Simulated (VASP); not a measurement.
All values below come from PBEsol GGA, VASP's PBE PAW potentials (set 64) (plane waves; VASP).

A VASP calculation is set up with these files.

INCAR:
```
SYSTEM = GaSb
PREC = Accurate
ENCUT = 400
EDIFF = 1E-6
NELM = 100
ALGO = Normal
LREAL = .FALSE.
LASPH = .TRUE.
ISMEAR = 1
SIGMA = 0.1
GGA = PS
LMAXMIX = 4
LWAVE = .FALSE.
LCHARG = .FALSE.
IBRION = 2
ISIF = 3
NSW = 60
EDIFFG = -0.01
```

POSCAR:
```
GaSb
1
    0.0000000000     3.0542089479     3.0542089479
    3.0542089479     0.0000000000     3.0542089479
    3.0542089479     3.0542089479     0.0000000000
Ga Sb
1 1
Direct
  0.0000000000   0.0000000000   0.0000000000
  0.2500000000   0.2500000000   0.2500000000
```

File KPOINTS:
```
Automatic mesh
0
Gamma
9 9 9
0 0 0
```

POTCAR, in this order: Ga_d Sb (PBE.64 set). Program: vasp_std.

### Question
What will the output report for the number of irreducible k-points (NKPTS), number of bands (NBANDS), largest plane-wave count, number of space-group operations, FFT grid (NGX, NGY, NGZ)?

### Answer

```json
{
  "number of irreducible k-points (NKPTS)": "35",
  "number of bands (NBANDS)": "13",
  "largest_plane_wave_count": "1049",
  "number_of_space_group_operations": "24",
  "FFT grid (NGX, NGY, NGZ)": "28 × 28 × 28"
}
```

The structure was generated: GaSb was put into the zinc blende type (F-43m), which need not be its known phase. It was relaxed first. The start is the result of an earlier pass.
